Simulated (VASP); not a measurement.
# Ta11Ag5: core-level shifts, part 2 of 4

Which atoms of Ta11Ag5 bind their core electrons more tightly, and does the hole change the order?

VASP 6.6.1, plane waves and PAW; the level of theory is named at each step.

So far. Step 2 (Relaxation): At PBEsol, with these data sets, the largest force is down to 0.036 eV/Å.

### 3. Initial state

Level of this step: PBEsol; plane waves and PAW (Ta_pv, Ag) (VASP).

The cell without a hole gives, with ICORELEVEL = 1, the Kohn-Sham core levels of the initial state.

Input file INCAR:

```
SYSTEM = Ta11Ag5
PREC = Normal
ENCUT = 330
EDIFF = 1E-05
NELM = 120
ISMEAR = 0
SIGMA = 0.1
LREAL = Auto
ALGO = Fast
GGA = PS
NBANDS = 109
LASPH = .TRUE.
LORBIT = 11
LWAVE = .FALSE.
LCHARG = .FALSE.
KPAR = 8
ICORELEVEL = 1
ISIF = 0
```

Input file POSCAR:

```
Ta11Ag5
1.0
   -3.3046902955      6.6093805909      0.0000000000
    9.9140708864     -6.6093805909      3.3046902955
    3.3046902955      6.6093805909     -3.3046902955
Ta Ag
11 5
Direct
    0.9846911226      0.9945370158      0.0050877200
    0.2579009893      0.5703577820      0.0507427011
    0.2552579585      0.8170880304      0.2971638920
    0.4991968801      0.1270692607      0.1358338649
    0.2274377619      0.0544953400      0.5750710398
    0.2163954386      0.2926286459      0.8336144285
    0.7721961010      0.7028366302      0.1870639340
    0.5140706110      0.6266874267      0.6214159303
    0.7563444294      0.9311475004      0.4306112351
    0.4983730833      0.8743333490      0.8680872613
    0.7845257987      0.4463066503      0.9276296936
    0.0137396795      0.2560471147      0.2516060872
    0.9942227373      0.4980653231      0.4960907522
    0.0093752510      0.7516233145      0.7432934915
    0.4740603321      0.3682639393      0.3837016666
    0.7422118257      0.1885126768      0.6929863021
```

Input file KPOINTS:

```
Automatic mesh
0
Gamma
7 4 4
0 0 0
```

Potentials, in the order of the species: Ta_pv and Ag (PBE family, release 64).

On the command line:

```console
$ mpirun -np 8 vasp_std
```

Output:

```text
[banner, memory and clock lines left out]
running    8 mpi-ranks, on    1 nodes
 distrk:  each k-point on    1 cores,    8 groups
 distr:  one band on    1 cores,    1 groups

 POSCAR found type information on POSCAR TaAg
 POSCAR found :  2 types and      16 ions
|                                                                             |
|           W    W    AA    RRRRR   N    N  II  N    N   GGGG   !!!           |
|           W    W   A  A   R    R  NN   N  II  NN   N  G    G  !!!           |
|           W    W  A    A  R    R  N N  N  II  N N  N  G       !!!           |
|           W WW W  AAAAAA  RRRRR   N  N N  II  N  N N  G  GGG   !            |
|           WW  WW  A    A  R   R   N   NN  II  N   NN  G    G                |
|           W    W  A    A  R    R  N    N  II  N    N   GGGG   !!!           |
|                                                                             |
|     For optimal performance we recommend to set                             |
|       NCORE = 2 up to number-of-cores-per-socket                            |
|     NCORE specifies how many cores store one orbital (NPAR=cpu/NCORE).      |
|     This setting can greatly improve the performance of VASP for DFT.       |
|     The default, NCORE=1 might be grossly inefficient on modern             |
|     multi-core architectures or massively parallel machines. Do your        |
|     Unfortunately you need to use the default for GW and RPA                |
|     calculations (for HF NCORE is supported but not extensively tested      |
|     yet).                                                                   |
|                                                                             |

 [... a notice as in an earlier step ...]

 LDA part: xc-table for (Slater+PW92), standard interpolation
|                                                                             |
|           W    W    AA    RRRRR   N    N  II  N    N   GGGG   !!!           |
|           W    W   A  A   R    R  NN   N  II  NN   N  G    G  !!!           |
|           W    W  A    A  R    R  N N  N  II  N N  N  G       !!!           |
|           W WW W  AAAAAA  RRRRR   N  N N  II  N  N N  G  GGG   !            |
|           WW  WW  A    A  R   R   N   NN  II  N   NN  G    G                |
|           W    W  A    A  R    R  N    N  II  N    N   GGGG   !!!           |
|                                                                             |
|     Your reciprocal lattice and k-lattice belong to different lattice       |
|     classes:                                                                |
|                                                                             |
|        The reciprocal lattice is base-centered monoclinic,                  |
|        whereas your k-lattice is triclinic.                                 |
|                                                                             |
|     Results are often still useful ...                                      |
|                                                                             |

 POSCAR, INCAR and KPOINTS ok, starting setup
 FFT: planning ... GRIDC
 FFT: planning ... GRID_SOFT
 FFT: planning ... GRID
 WAVECAR not read
 entering main loop
       N       E                     dE             d eps       ncg     rms          rms(c)
DAV:   1     0.143709670929E+04    0.14371E+04   -0.72398E+04 12732   0.120E+03
DAV:   2    -0.828609274137E+02   -0.15200E+04   -0.14638E+04 13521   0.399E+02
DAV:   3    -0.161549384934E+03   -0.78688E+02   -0.74350E+02 15371   0.847E+01
DAV:   4    -0.163982932862E+03   -0.24335E+01   -0.23825E+01 14744   0.133E+01
DAV:   5    -0.164079017187E+03   -0.96084E-01   -0.95804E-01 16328   0.219E+00    0.481E+01
RMM:   6    -0.154226990987E+03    0.98520E+01   -0.68365E+01 14584   0.211E+01    0.266E+01
RMM:   7    -0.150817343405E+03    0.34096E+01   -0.92941E+00 13281   0.903E+00    0.127E+01
RMM:   8    -0.150551910180E+03    0.26543E+00   -0.42070E+00 14385   0.502E+00    0.233E+00
RMM:   9    -0.150421451520E+03    0.13046E+00   -0.92956E-01 16558   0.220E+00    0.119E+00
RMM:  10    -0.150402718322E+03    0.18733E-01   -0.18958E-01 16945   0.901E-01    0.899E-01
RMM:  11    -0.150394474904E+03    0.82434E-02   -0.55962E-02 15838   0.591E-01    0.495E-01
RMM:  12    -0.150394217443E+03    0.25746E-03   -0.20803E-02 16544   0.345E-01    0.211E-01
RMM:  13    -0.150394270374E+03   -0.52930E-04   -0.58302E-03 16986   0.175E-01    0.122E-01
RMM:  14    -0.150394272586E+03   -0.22125E-05   -0.15395E-03 17975   0.837E-02    0.812E-02
RMM:  15    -0.150394283243E+03   -0.10657E-04   -0.31595E-04 16327   0.453E-02    0.359E-02
RMM:  16    -0.150394282070E+03    0.11735E-05   -0.91950E-05 14367   0.247E-02
   1 F= -.15039428E+03 E0= -.15036024E+03  d E =-.680865E-01
```

Wall time 1.9 min (8 MPI ranks of Intel Xeon 6975P-C (Granite Rapids), shared host); peak memory 5.4 GiB; 15 min of CPU time.

OUTCAR, selected parts (step 3):

```text
The static configuration has the point symmetry C_1 .

 Found     58 irreducible k-points:

   k-points           NKPTS =     58   k-points in BZ     NKDIM =     58   number of bands    NBANDS=    109

   NELECT =     176.0000    total number of electrons

 the core state eigenenergies are
   1-  1s -67330.8961  2s -11556.6134  2p -10123.7936  3s  -2638.1385  3p  -2212.1811
       3d  -1715.9133  4s   -528.1929  4p   -388.5095  4d   -209.8982  4f    -12.5334
       5s    -60.7302
   2-  1s -67331.5525  2s -11557.2850  2p -10124.4644  3s  -2638.7967  3p  -2212.8391
       3d  -1716.5747  4s   -528.8289  4p   -389.1433  4d   -210.5299  4f    -13.1513
       5s    -61.2949
   3-  1s -67331.5248  2s -11557.2575  2p -10124.4369  3s  -2638.7710  3p  -2212.8134
       3d  -1716.5487  4s   -528.8059  4p   -389.1205  4d   -210.5075  4f    -13.1303
       5s    -61.2798
   4-  1s -67330.7876  2s -11556.5176  2p -10123.6966  3s  -2638.0496  3p  -2212.0921
       3d  -1715.8241  4s   -528.1142  4p   -388.4319  4d   -209.8222  4f    -12.4624
       5s    -60.6775
   5-  1s -67331.5761  2s -11557.3033  2p -10124.4831  3s  -2638.8138  3p  -2212.8562
       3d  -1716.5917  4s   -528.8443  4p   -389.1584  4d   -210.5446  4f    -13.1653
       5s    -61.3068
   6-  1s -67331.6255  2s -11557.3500  2p -10124.5301  3s  -2638.8584  3p  -2212.9007
       3d  -1716.6364  4s   -528.8854  4p   -389.1992  4d   -210.5849  4f    -13.2038
       5s    -61.3388
   7-  1s -67331.6078  2s -11557.3329  2p -10124.5129  3s  -2638.8429  3p  -2212.8853
       3d  -1716.6207  4s   -528.8725  4p   -389.1865  4d   -210.5726  4f    -13.1926
       5s    -61.3321
   8-  1s -67330.8733  2s -11556.5997  2p -10123.7791  3s  -2638.1275  3p  -2212.1700
       3d  -1715.9024  4s   -528.1857  4p   -388.5027  4d   -209.8921  4f    -12.5289
       5s    -60.7313
   9-  1s -67331.5651  2s -11557.2948  2p -10124.4744  3s  -2638.8069  3p  -2212.8493
       3d  -1716.5846  4s   -528.8397  4p   -389.1541  4d   -210.5407  4f    -13.1626
       5s    -61.3084
  10-  1s -67330.7961  2s -11556.5192  2p -10123.6989  3s  -2638.0480  3p  -2212.0905
       3d  -1715.8226  4s   -528.1076  4p   -388.4248  4d   -209.8142  4f    -12.4521
       5s    -60.6587
  11-  1s -67331.5823  2s -11557.3088  2p -10124.4887  3s  -2638.8180  3p  -2212.8603
       3d  -1716.5960  4s   -528.8462  4p   -389.1601  4d   -210.5460  4f    -13.1654
       5s    -61.3020
  12-  1s -25316.9853  2s  -3720.7070  2p  -3336.2133  3s   -675.4358  3p   -549.2030
       3d   -350.3092  4s    -86.3237  4p    -49.7161
  13-  1s -25317.0945  2s  -3720.8290  2p  -3336.3343  3s   -675.5543  3p   -549.3216
       3d   -350.4288  4s    -86.4350  4p    -49.8252
  14-  1s -25317.0129  2s  -3720.7408  2p  -3336.2467  3s   -675.4633  3p   -549.2305
       3d   -350.3378  4s    -86.3379  4p    -49.7271
  15-  1s -25316.9927  2s  -3720.7266  2p  -3336.2317  3s   -675.4570  3p   -549.2243
       3d   -350.3309  4s    -86.3466  4p    -49.7383
  16-  1s -25316.9221  2s  -3720.6359  2p  -3336.1421  3s   -675.3752  3p   -549.1424
       3d   -350.2470  4s    -86.2825  4p    -49.6786

 E-fermi :   6.3998

 k-point     1 :       0.0000    0.0000    0.0000
  band No.  band energies     occupation
    ...
     85       5.7611      2.00000
     86       5.9164      2.00000
     87       6.0998      1.99998
     88       6.2388      1.97718
     89       6.3811      1.20925
     90       6.4943      0.18127
     91       6.6932      0.00003
     92       6.9210      0.00000
     93       7.1484      0.00000
     94       7.2199      0.00000
    ...

 k-point     2 :       0.1429    0.0000    0.0000
  band No.  band energies     occupation
    ...
     85       5.7655      2.00000
     86       5.9336      2.00000
     87       6.0578      2.00000
     88       6.1890      1.99714
     89       6.3157      1.76589
     90       6.4627      0.37393
     91       6.6901      0.00004
     92       6.7911      0.00000
     93       7.1438      0.00000
     94       7.2997      0.00000
    ...

 POSITION                                       TOTAL-FORCE (eV/Angst)
 -----------------------------------------------------------------------------------
      6.62262     -0.03145      3.26982        -0.003819     -0.052920      0.023090
      4.96997     -1.72977      1.71717        -0.005171     -0.021979     -0.016165
      8.23915     -1.74928      1.71819         0.015947     -0.002541     -0.006507
      0.05897      3.35731     -0.02896        -0.008943      0.040957      0.037702
      1.68909      4.94391     -1.72034         0.040164     -0.002367      0.039961
      4.94086      5.00582     -1.78779         0.036604      0.017474     -0.019433
      5.03429      1.69480      1.70447        -0.006595     -0.028904     -0.021381
      6.56777      3.36285      0.01742        -0.056972     -0.055152     -0.051962
      8.15501      1.69073      1.65412        -0.025012      0.030083      0.023591
      9.88999      3.25265      0.02064        -0.023244      0.026938      0.019257
      4.89763      8.36648     -1.59062         0.040968      0.008039     -0.017507
      3.32454      0.06146      0.01468        -0.006592      0.004879     -0.002556
      3.29168      6.55815      0.00653        -0.003772      0.011535     -0.003453
      9.87702      0.00691      0.02753        -0.001491      0.015337      0.018427
      3.35239      3.23528     -0.05102         0.007540      0.006125     -0.018752
      1.70625      8.23982     -1.66713         0.000388      0.002496     -0.004312
 -----------------------------------------------------------------------------------
    total drift:                                0.010125      0.029826     -0.003183

  FREE ENERGIE OF THE ION-ELECTRON SYSTEM (eV)
  ---------------------------------------------------
  free  energy   TOTEN  =      -150.3942820697 eV

  energy  without entropy=     -150.3261955617  energy(sigma->0) =     -150.36023882

 total charge
# of ion       s       p       d       tot
------------------------------------------
    1        0.386   6.124   2.470   8.980
    2        0.353   6.154   2.297   8.804
    3        0.355   6.155   2.308   8.817
    4        0.381   6.152   2.458   8.991
    5        0.353   6.144   2.312   8.810
    6        0.351   6.139   2.309   8.799
    7        0.352   6.139   2.309   8.801
    8        0.380   6.144   2.446   8.969
    9        0.356   6.148   2.310   8.814
   10        0.379   6.139   2.470   8.988
   11        0.350   6.143   2.302   8.795
   12        0.507   0.442   9.013   9.962
   13        0.519   0.473   9.005   9.997
   14        0.509   0.463   9.003   9.976
   15        0.505   0.482   9.010   9.997
   16        0.472   0.445   9.025   9.942
--------------------------------------------------
tot          6.509  69.884  71.047 147.440

[... 5 parts as in an earlier step ...]

[... 6 further parts left out ...]
```

These are scalar-relativistic Kohn-Sham levels of the ground state, with no core hole, so they are not binding energies.

This step gave:

```
free energy (TOTEN)     : -150.3943 eV
energy at zero smearing : -150.3602 eV
Fermi energy            : 6.400 eV
```

The two shallowest core shells; atoms whose shallowest level rounds to another's at 0.01 eV are left out. Core levels, by row:

```tsv
atom	shell	level below the Fermi level (eV)
Ta1	5s	67.13
Ta1	4f	18.93
Ta2	5s	67.69
Ta2	4f	19.55
Ta3	5s	67.68
Ta3	4f	19.53
Ta4	5s	67.08
Ta4	4f	18.86
Ta5	5s	67.71
Ta5	4f	19.57
Ta6	5s	67.74
Ta6	4f	19.6
Ta7	5s	67.73
Ta7	4f	19.59
Ta9	5s	67.71
Ta9	4f	19.56
Ta10	5s	67.06
Ta10	4f	18.85
Ag12	4s	92.72
Ag12	4p	56.12
Ag13	4s	92.83
Ag13	4p	56.23
Ag14	4s	92.74
Ag14	4p	56.13
Ag15	4s	92.75
Ag15	4p	56.14
Ag16	4s	92.68
Ag16	4p	56.08
```

(Continued in part 3 of 4.)

[Lines on the potential files, build, host, timing and source positions are cut from VASP's logs without a mark.]

[Logs are printed without paths, hosts, clocks, repeated set-up lines and the standing remarks that a program may print on its own settings, such as how far it seeks lower states.]

[Hosts, paths, dates, database ids (printed as entryN), source tags and the programs' standing remarks are cut or masked in the printed files.]
